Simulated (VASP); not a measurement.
Output of a VASP run:

File OSZICAR:
```
       N       E                     dE             d eps       ncg     rms          rms(c)
DAV:   1    -0.338704162401E+03   -0.33870E+03   -0.34899E-05   808   0.106E-02    0.905E-03
RMM:   2    -0.338704158532E+03    0.38695E-05   -0.13135E-05   665   0.544E-03    0.589E-03
RMM:   3    -0.338704159328E+03   -0.79574E-06   -0.35391E-06   507   0.343E-03    0.359E-03
RMM:   4    -0.338704159640E+03   -0.31225E-06   -0.15959E-06   453   0.189E-03
   1 F= -.33870416E+03 E0= -.33869601E+03  d E =-.162947E-01  mag=     2.0000
```

**OUTCAR**
```
------------------------ aborting loop because EDIFF is reached ----------------------------------------
  FORCE on cell =-STRESS in cart. coord.  units (eV):
  Direction    XX          YY          ZZ          XY          YZ          ZX
  --------------------------------------------------------------------------------------
  Total       -8.2416795     -8.0677915     -9.1358219      0.1593080      2.4037375     -2.7998367
  in kB      -10.0930580     -9.8801085    -11.1880570      0.1950943      2.9437036     -3.4287811
  external PRESSURE =     -10.3870745 kB  Pullay stress =       0.0000000 kB
  volume of cell :     1308.29
      direct lattice vectors                 reciprocal lattice vectors
    10.937074700  0.000000000  0.000000000     0.091432127  0.000000000  0.000000000
     0.000000000 10.937074700  0.000000000     0.000000000  0.091432127  0.000000000
     0.000000000  0.000000000 10.937074700     0.000000000  0.000000000  0.091432127
 POSITION                                       TOTAL-FORCE (eV/Angst)
 -----------------------------------------------------------------------------------
      5.46107     10.93606      0.00345         0.005260     -0.001497     -0.002008
      6.85094      1.36141      1.36119         0.008814      0.004046      0.003199
      8.20263      2.73349     10.93169         0.004269     -0.001747      0.006556
      9.57344      4.08687      1.36113         0.007472     -0.013716     -0.000897
      8.20338     10.92488      2.72816         0.009371     -0.012390     -0.017468
      9.57408      1.36149      4.07401        -0.006339      0.003866     -0.019700
      0.00127     10.93527      0.00325         0.008508     -0.015424     -0.015373
      1.38010      1.36110      1.36316         0.002753      0.010608     -0.003661
      2.74608      2.73702      0.01451         0.001601      0.004918     -0.005090
      4.13740      4.10082      1.39776         0.013152     -0.010956      0.012913
      5.47361      5.46380      0.01070        -0.007051     -0.001013      0.006872
      6.83737      6.80376      1.39342         0.006487     -0.016028      0.021305
      8.19957      8.19132      0.01151        -0.005136      0.001643      0.001007
      9.57509      9.55602      1.36165        -0.002369     -0.004080     -0.001048
      2.74211      0.00331      2.73798        -0.004256     -0.003054      0.007203
      4.12140      1.38150      4.10106        -0.012730     -0.004685      0.003066
      5.49828      2.70603      2.73618         0.011216     -0.008363     -0.003260
      8.22551      5.43878      2.73326         0.014237     -0.005848     -0.002367
      9.55460      6.81562      4.09678        -0.006413      0.004984      0.001452
      5.46410     10.93545      5.46818        -0.012705      0.009674      0.008221
      6.82277      1.39198      6.80137        -0.009768      0.009194     -0.008833
      8.22401      2.70590      5.44750         0.005929     -0.004462     -0.022835
      9.54006      4.11120      6.79758        -0.009474      0.012032     -0.012979
      8.20342      0.00792      8.19352        -0.001010      0.000153     -0.002945
      9.57129      1.36348      9.56103        -0.003976      0.006807     -0.003455
     10.93579      5.47473      0.00240        -0.001251     -0.013414     -0.004559
      1.37822      6.82618      1.38260         0.001652     -0.004612      0.010478
      2.72873      8.20687      0.01892        -0.017551      0.012497     -0.015187
      4.10944      9.55688      1.38456         0.005396      0.007504     -0.000104
      0.00978      2.73308      2.72843         0.008384     -0.003138     -0.014685
      1.36584      4.10011      4.10079        -0.003280     -0.004356     -0.012941
      2.75645      5.46081      2.76772         0.006394      0.001790      0.003583
      4.11758      6.81884      4.17177        -0.012790      0.009746     -0.002103
      5.47555      8.17914      2.76762        -0.001260     -0.009251      0.001218
      6.83504      9.57030      4.10052         0.011780     -0.001850     -0.006869
     10.93519     10.93706      5.48217        -0.001706     -0.002050     -0.012231
      1.37797      1.38548      6.82758        -0.005198     -0.001051      0.002309
      2.75441      2.76576      5.46269         0.010926      0.001363     -0.002628
      4.11832      4.17113      6.81378        -0.006937     -0.000505      0.004161
      6.76418      6.81703      6.81335        -0.003355      0.006583      0.001903
      8.16922      8.17917      5.46060         0.006491      0.000275      0.002091
      9.54984      9.55612      6.82679         0.000169      0.008096     -0.006878
      2.72998      0.01576      8.21193        -0.015557     -0.012778      0.016368
      4.10897      1.38517      9.56166        -0.004693      0.007286      0.013811
      5.47068      2.76885      8.18398         0.000632     -0.000416     -0.007401
      6.83547      4.09992      9.57108         0.009552      0.000437      0.001727
      8.16649      5.46433      8.18251         0.004603     -0.001436     -0.001328
      9.55090      6.82744      9.55997        -0.008404     -0.004093      0.010415
     10.93321      8.19435      2.73685         0.003365      0.005988      0.006745
      1.36665      9.56973      4.09298         0.007450     -0.005391      0.002401
     10.93357      5.47029      5.46505        -0.004107      0.007664      0.009672
      1.35185      6.83844      6.84183        -0.010813      0.006809      0.013070
      2.71922      8.21445      5.49896         0.004091     -0.003318      0.007338
      4.09529      9.58159      6.84303        -0.004911      0.002992      0.016982
     10.92541      2.73206      8.19289        -0.003635      0.002484     -0.004055
      1.36660      4.10032      9.56568         0.006509     -0.004187     -0.006024
...
```
(Selected blocks of OUTCAR.)

### POSCAR
```
PSi62
1
   10.9370747004     0.0000000000     0.0000000000
    0.0000000000    10.9370747004     0.0000000000
    0.0000000000     0.0000000000    10.9370747004
Si P
62 1
Direct
  0.4993169907   0.9999076740   0.0003154839
  0.6263961183   0.1244766066   0.1244560778
  0.7499840457   0.2499289010   0.9995074362
  0.8753198336   0.3736713818   0.1244511907
  0.7500521560   0.9988849512   0.2494410809
  0.8753788126   0.1244838274   0.3724951408
  0.0001165485   0.9998349094   0.0002972057
  0.1261856807   0.1244485680   0.1246361813
  0.2510802256   0.2502517390   0.0013267562
  0.3782912809   0.3749462883   0.1277997333
  0.5004638368   0.4995667111   0.0009778907
  0.6251556199   0.6220826419   0.1274034262
  0.7497039320   0.7489500592   0.0010527132
  0.8754707551   0.8737268719   0.1244985384
  0.2507173920   0.0003029113   0.2503390897
  0.3768281784   0.1263138142   0.3749683105
  0.5027197825   0.2474185278   0.2501751889
  0.7520755788   0.4972795515   0.2499075222
  0.8735975446   0.6231667063   0.3745775499
  0.4995940505   0.9998511543   0.4999674436
  0.6238204525   0.1272713590   0.6218636198
  0.7519383868   0.2474064082   0.4980768800
  0.8722682932   0.3758955342   0.6215168623
  0.7500561828   0.0007238062   0.7491513920
  0.8751233558   0.1246662734   0.8741851804
  0.9998829809   0.5005659996   0.0002198928
  0.1260138428   0.6241318064   0.1264141132
  0.2494939633   0.7503714475   0.0017297247
  0.3757351764   0.8738056098   0.1265930932
  0.0008940383   0.2498909689   0.2494661424
  0.1248813888   0.3748820940   0.3749442406
  0.2520280134   0.4992935917   0.2530581689
  0.3764791934   0.6234609801   0.3814341779
  0.5006411332   0.7478358258   0.2530493015
  0.6249419962   0.8750328668   0.3749192281
  0.9998272670   0.9999984699   0.5012463925
  0.1259905715   0.1266775766   0.6242605955
  0.2518413496   0.2528790986   0.4994655107
  0.3765469540   0.3813750797   0.6229987135
  0.6184636366   0.6232959042   0.6229589947
  0.7469287977   0.7478390842   0.4992739088
  0.8731619948   0.8737366756   0.6241877169
  0.2496078848   0.0014410813   0.7508343109
  0.3756916352   0.1266491974   0.8742426617
  0.5001958558   0.2531620097   0.7482783797
  0.6249815103   0.3748640493   0.8751046533
  0.7466799110   0.4996152031   0.7481438487
  0.8732592412   0.6242477220   0.8740880966
  0.9996468100   0.7492267307   0.2502361459
  0.1249561414   0.8749810613   0.3742297092
  0.9996791729   0.5001604081   0.4996814490
  0.1236024578   0.6252527501   0.6255632738
  0.2486239313   0.7510643457   0.5027812701
  0.3744409848   0.8760655633   0.6256730452
  0.9989336122   0.2497976682   0.7490938128
  0.1249509750   0.3749012793   0.8746107108
  0.2490483077   0.5021907903   0.7513245069
  0.3745474933   0.6251048630   0.8767928198
  0.4975930810   0.7506345765   0.7514662610
  0.6250246062   0.8749549619   0.8746293338
  0.9984528009   0.7502712403   0.7507627623
  0.1250327290   0.8748789049   0.8748793999
  0.5005255260   0.4992233369   0.4994987378
```

Write an INCAR and KPOINTS that could have produced this output.

Several could match; the one computed here: the input of the run itself, PBE GGA, plane waves, VASP's PBE PAW potentials (set 64).

**INCAR**
```
# general
SYSTEM    =PSi62
PREC      =Normal
ENCUT     =400   # plane-wave cut-off (eV)
LREAL     =Auto
LASPH     =.TRUE.   # aspherical one-centre terms
ISYM      =0
NELECT    =252.0

# electronic loop
EDIFF     =1E-6
NELM      =100   # most electronic steps
NELMIN    =4
ALGO      =Fast

# smearing
ISMEAR    =0   # Gaussian
SIGMA     =0.05   # width (eV)

# functional
GGA       =PE   # PBE

# spin
ISPIN     =2   # spin-polarised
MAGMOM    =63*0.0317
NUPDOWN   =2

# output
LWAVE     =.TRUE.
LCHARG    =.FALSE.
LORBIT    =11   # lm-projected

# other
LHYPERFINE=.TRUE.
```

### KPOINTS
```
Automatic mesh
0
gamma
1 1 1
0 0 0
```

POTCAR, in this order: Si P (PBE.64 set). Program: vasp_gam. Read from the step before: WAVECAR.

The cell is charged, with a uniform compensating background.  The supercell is sampled at Γ alone, which is coarse: total energies, pressure and levels can be off, energies of defects by several tenths of an eV.

The cell is a supercell with a defect, built from Si (diamond): P_Si-vac_Si, charge +1.
